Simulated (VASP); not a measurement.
## Coverage series on ZrN(001)

How do binding energy and the level below the vacuum change as the layer fills? Model: ZrN(001), 2 x 2, four layers.

Calculated with VASP 6.6.1; PBEsol; plane waves and PAW (Zr_sv, N), in the first sound run; inputs show where later runs differ.

This is a report of a sequence of runs, with most program output left out.

**1. The structure**

The cell holds 32 atoms: 16 Zr and 16 N. Cell: a = 6.449 Å, b = 6.449 Å, c = 22.840 Å, α = 90.0°, β = 90.0°, γ = 90.0°. It derives from ZrN. Vacuum lies along c.

**2. Relax the state, PBEsol**

State “clean”: the free atoms relax, with the lowest layers held.

Level: PBEsol; plane waves and PAW (Zr_sv, N).

The input, INCAR:

```
SYSTEM = ZrN
PREC = Normal
ENCUT = 400
EDIFF = 1E-05
NELM = 120
ISMEAR = 1
SIGMA = 0.1
LREAL = Auto
ALGO = Fast
GGA = PS
NBANDS = 160
LASPH = .TRUE.
LORBIT = 11
LWAVE = .FALSE.
LCHARG = .FALSE.
KPAR = 4
NCORE = 2
IBRION = 2
NSW = 80
ISIF = 2
EDIFFG = -0.04
POTIM = 0.4
MAXMIX = 40
IDIPOL = 3
LDIPOL = .TRUE.
DIPOL = 0.5 0.5 0.5
ISYM = 2
```

The input, POSCAR:

```
ZrN
1.0
    6.4488138440      0.0000000000      0.0000000000
    0.0000000000      6.4488138440      0.0000000000
    0.0000000000      0.0000000000     22.8400000000
Zr N
16 16
Selective dynamics
Direct
    0.0000000000      0.0000000000      0.3502626970  F F F
    0.0000000000      0.5000000000      0.3502626970  F F F
    0.5000000000      0.0000000000      0.3502626970  F F F
    0.5000000000      0.5000000000      0.3502626970  F F F
    0.2500000000      0.2500000000      0.4500875660  F F F
    0.2500000000      0.7500000000      0.4500875660  F F F
    0.7500000000      0.2500000000      0.4500875660  F F F
    0.7500000000      0.7500000000      0.4500875660  F F F
[... 20 atom lines left out ...]
    0.0000000000      0.0000000000      0.6497373030  T T T
    0.0000000000      0.5000000000      0.6497373030  T T T
    0.5000000000      0.0000000000      0.6497373030  T T T
    0.5000000000      0.5000000000      0.6497373030  T T T
```

The input, KPOINTS:

```
Automatic mesh
0
Gamma
4 4 1
0 0 0
```

Potentials, in the order of the species: Zr_sv and N (PBE family, release 64).

On the command line:

```
$ mpirun -np 8 vasp_std
```

The job ended after 14 min (8 MPI ranks of Intel Xeon 6975P-C (Granite Rapids), shared host; peak memory 3.6 GiB; 73 min of CPU time).

This run gave:

| Item | Value |
| --- | --- |
| energy(sigma→0) of the program | -335.5790 eV |
| ionic steps | 12 |

**3. Potential of the state, PBEsol**

State “clean”: a tighter run that also writes the potential.

Level: PBEsol; plane waves and PAW (Zr_sv, N).

The input, INCAR:

```
SYSTEM = ZrN
PREC = Normal
ENCUT = 400
EDIFF = 1E-06
NELM = 120
ISMEAR = 1
SIGMA = 0.1
LREAL = Auto
ALGO = Fast
GGA = PS
NBANDS = 160
LASPH = .TRUE.
LORBIT = 11
LWAVE = .FALSE.
LCHARG = .TRUE.
KPAR = 4
NCORE = 2
IDIPOL = 3
LDIPOL = .TRUE.
DIPOL = 0.5 0.5 0.5
LVHAR = .TRUE.
LVACPOTAV = .TRUE.
NEDOS = 1500
```

The input, POSCAR:

```
ZrN
1.0
    6.4488138440      0.0000000000      0.0000000000
    0.0000000000      6.4488138440      0.0000000000
    0.0000000000      0.0000000000     22.8400000000
Zr N
16 16
Selective dynamics
Direct
    0.0000000000      0.0000000000      0.3502626970  F F F
    0.0000000000      0.5000000000      0.3502626970  F F F
    0.5000000000      0.0000000000      0.3502626970  F F F
    0.5000000000      0.5000000000      0.3502626970  F F F
    0.2500000000      0.2500000000      0.4500875660  F F F
    0.2500000000      0.7500000000      0.4500875660  F F F
    0.7500000000      0.2500000000      0.4500875660  F F F
    0.7500000000      0.7500000000      0.4500875660  F F F
[... 20 atom lines left out ...]
    0.0000000000      0.0000000000      0.6512578761  T T T
    0.0000000000      0.5000000000      0.6512578761  T T T
    0.5000000000      0.0000000000      0.6512578761  T T T
    0.5000000000      0.5000000000      0.6512578761  T T T
```

KPOINTS is that of step 2.

On the command line:

```
$ mpirun -np 8 vasp_std
```

Run time: 4 min. Hardware: 8 MPI ranks; peak memory 3.1 GiB.

Numbers from this step:

| Property | Result |
| --- | --- |
| energy(sigma→0) of the program | -335.5790 eV |
| work function, upper and lower side | 2.20, 2.39 eV |

VASP warns that it found no field-free region by its own threshold; the planar potential, read 60 % of the way from the top atom to the cell's edge, stands at 2.22 eV above the Fermi level.

**4. Relax the state, PBEsol**

State “3 of 4 Zr sites hold F”: the free atoms relax, with the lowest layers held.

Level: PBEsol; plane waves and PAW (Zr_sv, N, F).

System, named by how it was started: F on ZrN(001). The cell holds 35 atoms: 16 Zr, 16 N and 3 F. Its edges and angles: a = 6.449 Å, b = 6.449 Å, c = 24.690 Å, α = 90.0°, β = 90.0°, γ = 90.0°. It derives from ZrN. Vacuum lies along c.

The input, INCAR:

```
SYSTEM = Zr16N16F3
PREC = Normal
ENCUT = 400
EDIFF = 1E-05
NELM = 120
ISMEAR = 1
SIGMA = 0.1
LREAL = Auto
ALGO = Fast
GGA = PS
NBANDS = 176
LASPH = .TRUE.
LORBIT = 11
LWAVE = .FALSE.
LCHARG = .FALSE.
KPAR = 4
NCORE = 2
IBRION = 2
NSW = 80
ISIF = 2
EDIFFG = -0.04
POTIM = 0.4
MAXMIX = 40
IDIPOL = 3
LDIPOL = .TRUE.
DIPOL = 0.5 0.5 0.481
ISYM = 2
```

The input, POSCAR:

```
Zr16N16F3
1.0
    6.4488138440      0.0000000000      0.0000000000
    0.0000000000      6.4488138440      0.0000000000
    0.0000000000      0.0000000000     24.6900000000
Zr N F
16 16 3
Selective dynamics
Direct
    0.0000000000      0.0000000000      0.3240178210  F F F
    0.0000000000      0.5000000000      0.3240178210  F F F
    0.5000000000      0.0000000000      0.3240178210  F F F
    0.5000000000      0.5000000000      0.3240178210  F F F
    0.2500000000      0.2500000000      0.4163629000  F F F
    0.2500000000      0.7500000000      0.4163629000  F F F
    0.7500000000      0.2500000000      0.4163629000  F F F
    0.7500000000      0.7500000000      0.4163629000  F F F
[... 23 atom lines left out ...]
    0.5000000000      0.5000000000      0.6010530580  T T T
    0.2500000000      0.2500000000      0.6759821790  T T T
    0.2500000000      0.7500000000      0.6759821790  T T T
    0.7500000000      0.7500000000      0.6759821790  T T T
```

KPOINTS is that of step 3.

The projector-augmented-wave data sets are Zr_sv, N and F (PBE family, release 64).

On the command line:

```
$ mpirun -np 8 vasp_std
```

It took 32 min on 8 MPI ranks; peak memory 4 GiB.

This run gave:

```
energy(sigma→0) of the program : -354.8516 eV
ionic steps                    : 23
```

**5. Potential of the state, PBEsol**

State “3 of 4 Zr sites hold F”: a tighter run that also writes the potential.

Level: PBEsol; plane waves and PAW (Zr_sv, N, F).

The input, INCAR:

```
SYSTEM = Zr16N16F3
PREC = Normal
ENCUT = 400
EDIFF = 1E-06
NELM = 120
ISMEAR = 1
SIGMA = 0.1
LREAL = Auto
ALGO = Fast
GGA = PS
NBANDS = 176
LASPH = .TRUE.
LORBIT = 11
LWAVE = .FALSE.
LCHARG = .FALSE.
KPAR = 4
NCORE = 2
IDIPOL = 3
LDIPOL = .TRUE.
DIPOL = 0.5 0.5 0.482
LVHAR = .TRUE.
LVACPOTAV = .TRUE.
NEDOS = 1500
```

The input, POSCAR:

```
Zr16N16F3
1.0
    6.4488138440      0.0000000000      0.0000000000
    0.0000000000      6.4488138440      0.0000000000
    0.0000000000      0.0000000000     24.6900000000
Zr N F
16 16 3
Selective dynamics
Direct
    0.0000000000      0.0000000000      0.3240178210  F F F
    0.0000000000      0.5000000000      0.3240178210  F F F
    0.5000000000      0.0000000000      0.3240178210  F F F
    0.5000000000      0.5000000000      0.3240178210  F F F
    0.2500000000      0.2500000000      0.4163629000  F F F
    0.2500000000      0.7500000000      0.4163629000  F F F
    0.7500000000      0.2500000000      0.4163629000  F F F
    0.7500000000      0.7500000000      0.4163629000  F F F
[... 23 atom lines left out ...]
    0.5020111447      0.4979888553      0.5977283068  T T T
    0.2500000000      0.2500000000      0.6853788537  T T T
    0.2500000000      0.7500000000      0.6853727443  T T T
    0.7500000000      0.7500000000      0.6853788537  T T T
```

KPOINTS is that of step 4.

On the command line:

```
$ mpirun -np 8 vasp_std
```

It took 5.1 min on 8 MPI ranks; peak memory 3.4 GiB.

Numbers from this step:

| Property | Result |
| --- | --- |
| energy(sigma→0) of the program | -354.8513 eV |
| work function, upper and lower side | 6.29, 2.50 eV |

VASP warns that it found no field-free region by its own threshold; the planar potential, read 60 % of the way from the top atom to the cell's edge, stands at 6.29 eV above the Fermi level.

**6. Free molecule: F2, PBEsol**

Each gas relaxes alone in a box.

Level: PBEsol; plane waves and PAW (F).

System, named by how it was started: F2. The cell holds 2 atoms: 2 F. Its edges and angles: a = 10.000 Å, b = 10.500 Å, c = 13.000 Å, α = 90.0°, β = 90.0°, γ = 90.0°. Vacuum lies along a, b and c.

The input, INCAR:

```
SYSTEM = F
PREC = Normal
ENCUT = 400
EDIFF = 1E-05
NELM = 120
ISMEAR = 0
SIGMA = 0.01
LREAL = Auto
ALGO = Normal
GGA = PS
NBANDS = 13
LASPH = .TRUE.
LORBIT = 11
LWAVE = .FALSE.
LCHARG = .FALSE.
NCORE = 4
IBRION = 2
NSW = 60
ISIF = 2
EDIFFG = -0.03
POTIM = 0.4
MAXMIX = 40
ISYM = 0
```

The input, POSCAR:

```
F
1.0
   10.0000000000      0.0000000000      0.0000000000
    0.0000000000     10.5000000000      0.0000000000
    0.0000000000      0.0000000000     13.0000000000
F
2
Direct
    0.5000000000      0.5000000000      0.4457692300
    0.5000000000      0.5000000000      0.5542307700
```

The input, KPOINTS:

```
Automatic mesh
0
Gamma
1 1 1
0 0 0
```

The projector-augmented-wave data sets are F (PBE family, release 64).

On the command line:

```
$ mpirun -np 16 vasp_gam
```

It took 5 s on 16 MPI ranks; peak memory 2.3 GiB.

This run gave:

* energy(sigma→0) of the program: -3.8523 eV
* ionic steps: 3

**7. The energy by hand**

For “3 of 4 Zr sites hold F”, from the relaxed energies at PBEsol: [-354.852 − (-335.579) − (1.5) × (-3.852)] / 3 = -4.50 eV.

**8. The table**

The other members went through these steps as far as the tables show, with one cutoff; 6 runs are not shown. The session took 19 core hours (wall time by ranks) on a shared machine.

Mean binding energy of one F against half of F2; static energies, no zero-point or thermal terms; level: Fermi level of a metal, highest filled level otherwise.

| state | coverage in layers | from state | gas taken up (+) or given off (-) | energy, PBEsol (eV) |
| --- | --- | --- | --- | --- |
| clean | 0 |  |  |  |
| 1 of 4 Zr sites hold F | 0.25 | clean | +0.5 F2 | -4.77 |
| 2 of 4 Zr sites hold F | 0.50 | clean | +1 F2 | -4.67 |
| 3 of 4 Zr sites hold F | 0.75 | clean | +1.5 F2 | -4.50 |
| 4 of 4 Zr sites hold F | 1.00 | clean | +2 F2 | -4.42 |

A blank entry does not apply, was not run or did not finish.

| state | level below the vacuum (eV) | gap (eV) | nearest pair between the added atoms and the rest | its distance (Å) |
| --- | --- | --- | --- | --- |
| clean | 2.20 | 0.00 |  |  |
| 1 of 4 Zr sites hold F | 4.05 | 0.00 | F-Zr | 1.95 |
| 2 of 4 Zr sites hold F | 5.45 | 0.00 | F-Zr | 1.92 |
| 3 of 4 Zr sites hold F | 6.29 | 0.00 | F-Zr | 1.89 |
| 4 of 4 Zr sites hold F | 7.19 | 0.00 | F-Zr | 1.88 |

**9. Results**

```
binding at 0.25 layers : -4.77 eV
binding at 1 layers    : -4.42 eV
```

In words: From 0.25 to 1 layers the mean binding weakens by 0.35 eV. The differential binding, step by step, is -4.56, -4.16, -4.20 eV an atom. The level below the vacuum on the upper side spans 2.20 eV (“clean”) to 7.19 eV (“4 of 4 Zr sites hold F”). Vacuum levels are VASP's own where it printed one and read from the planar potential otherwise; the two differ by up to about 0.05 eV, so smaller differences between rows mean nothing. The work function of the untouched lower face drifts by 0.17 eV over the series, a sign that the slab may be too thin to part the two faces. The crystal is taken in the rock-salt form at a typed lattice constant, and the added atoms are held on top sites by symmetry. The slabs ran without spin polarisation, which may matter for added atoms with open shells. One start was relaxed for each state, in a small cell at high coverage; entropy of the gases, which favours steps that give off gas, is left out.

[Lines on the potential files, build, host, timing and source positions are cut from VASP's logs without a mark.]

[Logs are printed without paths, hosts, clocks, repeated set-up lines and the standing remarks that a program may print on its own settings, such as how far it seeks lower states.]

[Hosts, paths, dates, database ids (printed as entryN), source tags and the programs' standing remarks are cut or masked in the printed files.]
